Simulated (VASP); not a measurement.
VASP input:

**POSCAR**
```
BP
1
   -0.0000000000     2.3006062289     2.3006062289
    2.3006062289     0.0000000000     2.3006062289
    2.3006062289     2.3006062289    -0.0000000000
B P
1 1
Direct
  0.0000000000   0.0000000000   0.0000000000
  0.2500000000   0.2500000000   0.2500000000
```

**KPOINTS**
```
Automatic
0
G
9 9 9
0 0 0
```

**INCAR**
```
SYSTEM = BP
PREC = Accurate; ENCUT = 520; LREAL = .FALSE.
LASPH = .TRUE.
EDIFF = 1E-6; NELM = 100; ALGO = Normal
ISMEAR = 0; SIGMA = 0.05
GGA = ML; LUSE_VDW = .TRUE.; AGGAC = 0.0
ZAB_VDW = -1.8867
IBRION = 2; NSW = 60; ISIF = 3
EDIFFG = -0.01
LWAVE = .FALSE.; LCHARG = .FALSE.
```

POTCAR, in this order: B P (PBE.64 set). Program: vasp_std.

Problem. Write an equivalent input for Quantum ESPRESSO's pw.x.

Solution. One equivalent input (not run):
```
&CONTROL
  calculation = 'vc-relax'
  pseudo_dir = './pseudo'
  outdir = './out'
  tprnfor = .true.
  tstress = .true.
  nstep = 60
  forc_conv_thr = 0.00039
/
&SYSTEM
  ibrav = 0
  nat = 2
  ntyp = 2
  ecutwfc = 76
  occupations = 'smearing'
  smearing = 'gaussian'
  degauss = 0.003675
  input_dft = 'vdw-df2'
/
&ELECTRONS
  conv_thr = 7.3e-08
  electron_maxstep = 100
/
&IONS
/
&CELL
/
ATOMIC_SPECIES
  B 10.810 B.upf
  P 30.974 P.upf
CELL_PARAMETERS angstrom
    -0.0000000    2.3006062    2.3006062
     2.3006062    0.0000000    2.3006062
     2.3006062    2.3006062   -0.0000000
ATOMIC_POSITIONS crystal
  B    0.0000000  0.0000000  0.0000000
  P    0.2500000  0.2500000  0.2500000
K_POINTS automatic
  9 9 9 0 0 0
```
Limits of the translation: the potentials are each code's own (VASP's PAW set, PseudoDojo norm-conserving files in pw.x), so ENCUT and ecutwfc are chosen apart and not converted; conv_thr bounds pw.x's estimated SCF error, while EDIFF bounds the energy change between steps; forc_conv_thr acts on force components and is met together with etot_conv_thr.

The compound is BP in the zinc blende structure. It was relaxed first. The start is the result of an earlier pass.
